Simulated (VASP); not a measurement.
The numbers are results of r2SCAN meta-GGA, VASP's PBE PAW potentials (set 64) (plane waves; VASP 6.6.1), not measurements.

VASP ran on this input.

INCAR:
```
SYSTEM = BaAlSiH
PREC = Accurate
ENCUT = 400
EDIFF = 1E-7
NELM = 100
ALGO = Normal
LREAL = .FALSE.
LASPH = .TRUE.
ISMEAR = 0
SIGMA = 0.01
METAGGA = R2SCAN
LMIXTAU = .TRUE.
LMAXMIX = 4
LWAVE = .FALSE.
LCHARG = .FALSE.
LOPTICS = .TRUE.
LPEAD = .TRUE.
NBANDS = 39
NEDOS = 1001
CSHIFT = 0.1
```

File POSCAR:
```
BaAlSiH
1
    4.3254184797     0.0000000000     0.0000000000
   -2.1627092399     3.7459220018     0.0000000000
    0.0000000000     0.0000000000     5.2586568164
Ba Al Si H
1 1 1 1
Direct
  0.0000000000   0.0000000000   0.0012347162
  0.6666670000   0.3333330000   0.4639629935
  0.3333330000   0.6666670000   0.5412939931
  0.6666670000   0.3333330000   0.1364182973
```

**KPOINTS**
```
Automatic
0
Gamma
11 11 8
0 0 0
```

POTCAR, in this order: Ba_sv Al Si H (PBE.64 set). Program: vasp_std.

The dielectric response may not be converged in the k-mesh; for small gaps it tends to come out too large.

Question: Estimate the energy per atom (σ→0).

Answer: 
```
Item                             Value
---------------------  ---------------
energy per atom (σ→0)  -11.873 eV/atom
```

File OSZICAR:
```
...
DAV:  17    -0.474904944125E+02    0.12958E-05   -0.31298E-06  9560   0.671E-03    0.138E-03
DAV:  18    -0.474904957289E+02   -0.13164E-05   -0.60616E-07  9941   0.300E-03    0.751E-04
DAV:  19    -0.474904949101E+02    0.81883E-06   -0.75147E-08  9475   0.975E-04    0.652E-04
DAV:  20    -0.474904955037E+02   -0.59369E-06   -0.49125E-08  8840   0.855E-04    0.178E-04
DAV:  21    -0.474904952830E+02    0.22073E-06   -0.85230E-09  6289   0.377E-04    0.946E-05
DAV:  22    -0.474904952907E+02   -0.76628E-08   -0.14980E-09  5410   0.187E-04
   1 F= -.47490495E+02 E0= -.47490495E+02  d E =-.702134E-22
 imaginary and real dielectric function
```

The structure comes from a computed database's BaAlSiH entry (P3m1); how it stands against other phases isn't given here. It was relaxed first.
